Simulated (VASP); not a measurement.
Highest phonon frequency on the path of Ag (fcc) against the volume, from finite displacements in a 4×4×4 supercell. Level of theory: PBE GGA, VASP's PBE PAW potentials (set 64) (plane waves; VASP).  Fit ln ω as a straight line in ln V.

```
V (Å³/atom)  ln(ω/cm⁻¹)
-----------  ----------
17.399           5.1333
17.754           5.0794
18.109           5.0253
```

### Question
Fit the rows as the text says and predict the value at 18.82.

### Answer
The slope is -2.70, a Grüneisen parameter of 2.70 for this mode. The line misses the rows by up to 0.0004 and gives 4.9215 at 18.82. The run gave 4.9144, -0.0071 from the line.

Runs of the series that failed, ran out of time, didn't relax or are held back are left out.

The compound is Ag in the fcc structure.
